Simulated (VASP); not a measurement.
Here is the system:

```
CELL_PARAMETERS angstrom
      2.96147     0.00000     0.00000
      0.00000     2.96147     0.00000
      0.00000     0.00000     2.96147
ATOMIC_POSITIONS crystal
  Cr 0.00000 0.98312 0.00000
  Cr 0.50000 0.50000 0.50000
```
Starting moments (μB, in the order of the record's atoms Cr Cr): 2.7 -2.7.

Level of theory: r2SCAN meta-GGA, VASP's PBE PAW potentials (set 64) (plane waves; VASP 6.6.1). Numerical set-up: 480 eV cut-off, 12×12×12 Γ-centred mesh, first-order Methfessel-Paxton smearing of 0.10 eV, potentials Cr_pv.

Question: Give the force on each atom (eV/Å).

Answer: 
```
atom     Fx      Fy     Fz
----  -----  ------  -----
Cr1   0.000   0.301  0.000
Cr2   0.000  -0.301  0.000
```

Question: Give the stress tensor in GPa (positive for a compressed cell).

Answer: 
```
0.10  0.00  0.00
0.00  0.04  0.00
0.00  0.00  0.10
```
The pressure is its mean diagonal, 0.08 GPa.

The compound is Cr in the bcc, AFM order structure. This cell was strained or had an atom moved on purpose.
